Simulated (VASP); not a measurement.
Method: RPBE GGA, VASP's PBE PAW potentials (set 64) (plane waves; VASP 6.6.1).

The input files of a VASP run:

POSCAR:
```
Ag
1
    0.0000000000     2.1060932051     2.1060932051
    2.1060932051     0.0000000000     2.1060932051
    2.1060932051     2.1060932051     0.0000000000
Ag
1
Direct
  0.0000000000   0.0000000000   0.0000000000
```

### INCAR
```
! general
SYSTEM  = Ag
PREC    = Accurate
ENCUT   = 520
LREAL   = .False.
LASPH   = .True.

! electronic loop
EDIFF   = 1E-7
NELM    = 100
ALGO    = Normal
LMAXMIX = 4

! smearing
ISMEAR  = 1
SIGMA   = 0.1

! functional
GGA     = RP

! ions
ISIF    = 2

! output
LWAVE   = .False.
LCHARG  = .False.
```

### KPOINTS
```
Regular mesh
0
Gamma
 15 15 15
0 0 0
```

POTCAR, in this order: Ag (PBE.64 set). Program: vasp_std.

Question: What does the run give for the energy per atom (σ→0), band gap (on the k-mesh)?

Answer: 
| Item | Result |
|---|---|
| energy per atom (σ→0) | -2195 meV/atom |
| band gap (on the k-mesh) | none (metal, semimetal or under 0.01 eV) |

### OSZICAR
```
...
DAV:   6    -0.219990858493E+01    0.16948E+00   -0.83673E-01  2211   0.992E+00    0.284E+00
DAV:   7    -0.219638048118E+01    0.35281E-02   -0.64939E-03  2351   0.934E-01    0.163E+00
DAV:   8    -0.219525071978E+01    0.11298E-02   -0.10833E-03  2263   0.379E-01    0.567E-02
DAV:   9    -0.219526645283E+01   -0.15733E-04   -0.99098E-06  2538   0.326E-02    0.173E-02
DAV:  10    -0.219527674584E+01   -0.10293E-04   -0.80364E-06  2344   0.371E-02    0.380E-03
DAV:  11    -0.219527642279E+01    0.32304E-06   -0.54749E-08  2091   0.245E-03    0.537E-04
DAV:  12    -0.219527637829E+01    0.44501E-07   -0.97728E-09  1126   0.114E-03
   1 F= -.21952764E+01 E0= -.21950935E+01  d E =-.548706E-03
```

The compound is Ag in the fcc structure. It was relaxed first, which changed the volume by +9 %.
